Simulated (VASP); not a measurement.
# InHF₂: harmonic vibrations of a molecule, by dispersion

InHF₂, molecule in box, 4 atoms in the cell.

| Dispersion | Zero-point energy (eV) | Vibrational entropy at 298 K (meV/K) | Displaced cells | Ionic steps, all stages | Electronic steps, all stages |
|---|---|---|---|---|---|
| none | 0.242 | 0.255 | 24 | 47 | 809 |
| D3(BJ) | 0.242 | 0.255 | 24 | 49 | 836 |

## Input of the first row

INCAR.step1:
```
ALGO = Normal
EDIFF = 1E-8
EDIFFG = -0.002
ENCUT = 400
IBRION = 2
ISIF = 2
ISMEAR = 0
ISYM = 0
LASPH = T
LCHARG = F
LREAL = F
LWAVE = F
NELM = 100
NSW = 60
POTIM = 0.5
PREC = Accurate
SIGMA = 0.01
```

INCAR.step2:
```
ALGO = Normal
EDIFF = 1E-8
ENCUT = 400
IBRION = 5
ISMEAR = 0
ISYM = 0
LASPH = T
LCHARG = F
LREAL = F
LWAVE = F
NELM = 100
NFREE = 2
NSW = 1
POTIM = 0.015
PREC = Accurate
SIGMA = 0.01
```

KPOINTS:
```
k-points
0
Gamma
  1 1 1
```

POSCAR.step1:
```
InHF2
1.0
   13.0000000000      0.0000000000      0.0000000000
    0.0000000000     12.0000000000      0.0000000000
    0.0000000000      0.0000000000     11.0000000000
F In H
2 1 1
Direct
    0.3842653800      0.4254041700      0.5329545500
    0.6177346200      0.3974125000      0.5847272700
    0.5179653800      0.4906208300      0.5029454500
    0.5427038500      0.6060875000      0.4214545500
```

Commands (each step's output is kept before the next begins):
```
cat potpaw_PBE.64/F/POTCAR potpaw_PBE.64/In_d/POTCAR potpaw_PBE.64/H/POTCAR > POTCAR
cp INCAR.step1 INCAR
cp POSCAR.step1 POSCAR
mpirun -np 4 vasp_gam > vasp.out
cp CONTCAR POSCAR
cp INCAR.step2 INCAR
mpirun -np 4 vasp_gam > vasp.out
```

Changes of the last row against the first:
```
(all steps)
+ GGA = PE
+ IVDW = 12
```

VASP 6.6.1 took 908 s on 4 cores (Intel Xeon Platinum 8259CL @ 2.50GHz (Skylake/Cascade Lake)), a shared host.
